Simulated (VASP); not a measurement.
Shape and ions are relaxed at each volume.

Given:

Space group P6₃mc (No. 186); a = b = 2.543 Å, c = 4.206 Å, α = β = 90.00°, γ = 120.00°

```tsv
atom	site	symmetry	x	y	z
B	2b	3m.	0.3333	0.6667	0.0002
N	2b	3m.	0.3333	0.6667	0.3748
```

Level of theory: PBE GGA with D4 dispersion, VASP's PBE PAW potentials (set 64) (plane waves; VASP). Run with 520 eV cut-off, 10×10×5 Γ-centred mesh, Gaussian smearing of 0.050 eV, potentials B N.

Question: Give the energy at these volumes per atom, relative to the lowest: 5.53, 5.71, 5.88, 6.06, 6.24 Å³.

Answer: 28.9, 7.0, 0.0, 5.8, 22.6 meV/atom. A third-order Birch-Murnaghan fit gives B0 = 386 GPa and B0′ = 3.9.

Measured: bulk modulus 375 GPa (computed value off by +2.9 %), as given by Equation of state of wurtzitic boron nitride to 66 GPa, Appl. Phys. Lett., doi 10.1063/1.121186. The calculation is for a static lattice, while the measured bulk modulus holds thermal and zero-point effects, which are part of the difference.

The compound is BN in the wurtzite structure, a metastable high-pressure form. It was relaxed first.
